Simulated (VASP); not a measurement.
Data:

```xyz
8
Lattice="6.4075 0.0000 0.0000 0.0000 6.4075 0.0000 0.0000 0.0000 6.3900" Properties=species:S:1:pos:R:3 pbc="T T T"
Cd     0.0000     6.4075     6.2833
Cd     3.2038     3.2038     6.2833
Cd     3.2038     6.4075     3.3016
Cd     6.4075     3.2038     3.3016
Te     1.6019     1.6019     1.5975
Te     4.8056     4.8056     1.5975
Se     4.8056     1.6019     4.7925
Se     1.6019     4.8056     4.7925
```

These are modified Becke-Johnson potential (mBJ), VASP's PBE PAW potentials (set 64) (plane waves; VASP) values and carry that method's errors. Settings: 400 eV cut-off, 4×4×4 Γ-centred mesh, Gaussian smearing of 0.050 eV, potentials Cd Te Se.

mBJ is a potential without an energy functional, so only the levels count. Unless said otherwise, spin-orbit coupling is left out, though it shifts the bands of the heavy elements here.

Problem. Estimate the band gap (on the k-mesh) with the smallest direct gap where there is one.

Solution. 
- band gap (on the k-mesh): 1.58 eV
- smallest direct gap (on the k-mesh): 1.58 eV

The absolute energy has meaning only against runs of the same code, potentials and settings.

The structure was generated: Cd4Se2Te2 was put into an ordered model structure (P-4m2), which need not be its known phase. It was relaxed first, which changed the volume by +7 %. The cell's shape comes from a PBE relaxation.
